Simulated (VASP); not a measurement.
Set up this calculation in VASP 6.6.1, as the native input.

| Property | Result |
| --- | --- |
| Task | relaxation of shape and atoms at fixed volume |
| Functional | LDA |
| Potentials or basis | VASP PAW LDA potentials, release 64 (Ru_pv) |
| Cutoff | 600 eV |
| k mesh | 15 × 15 × 9 |
| Occupations | methfessel-paxton, width 0.1 eV |
| Spin | no spin polarisation |
| Further INCAR settings | ALGO = Normal; EDIFF = 1e-07; IBRION = 2; EDIFFG = -0.01; NSW = 40; ISIF = 4 |

The structure of Ru lies in POSCAR:

```
Ru                                      
1.0
    2.6383915072      0.0000000000      0.0000000000
   -1.3191957536      2.2849140704     -0.0000000000
   -0.0000000000      0.0000000000      4.1778522324
  Ru            
     2
Direct
     0.3333333332999970    0.6666666667000030    0.2500000000000000
     0.6666666667000030    0.3333333332999970    0.7500000000000000
```

The cell isn't the ideal one: a relaxed cell with its volume scaled by 0.96.

These files were run (other wordings do the same):

INCAR

```
ALGO = Normal
EDIFF = 1E-7
EDIFFG = -0.01
ENCUT = 600
GGA = CA
IBRION = 2
ISIF = 4
ISMEAR = 1
LASPH = True
LCHARG = False
LREAL = False
LWAVE = False
NELM = 80
NSW = 40
PREC = Accurate
SIGMA = 0.1
```

KPOINTS

```
k-points
0
Gamma
  15 15 9
```

Potentials or basis: VASP PAW LDA potentials, release 64 (Ru_pv).

Launch:

```sh
$ cat potpaw_LDA.64/Ru_pv/POTCAR > POTCAR
$ mpirun -np 1 vasp_std > vasp.out
```

Results of the run:

```json
{
 "Energy gained by relaxing": "0.0 meV/atom",
 "Ionic steps": "3",
 "Pressure after relaxing": "16.5 GPa",
 "Band gap on the k mesh": "none (metal or under the smearing width)"
}
```

Run time: 83 s on 1 thread of Intel(R) Xeon(R) Platinum 8488C (Sapphire Rapids), with other jobs on the host, peak memory 0.18 GiB.
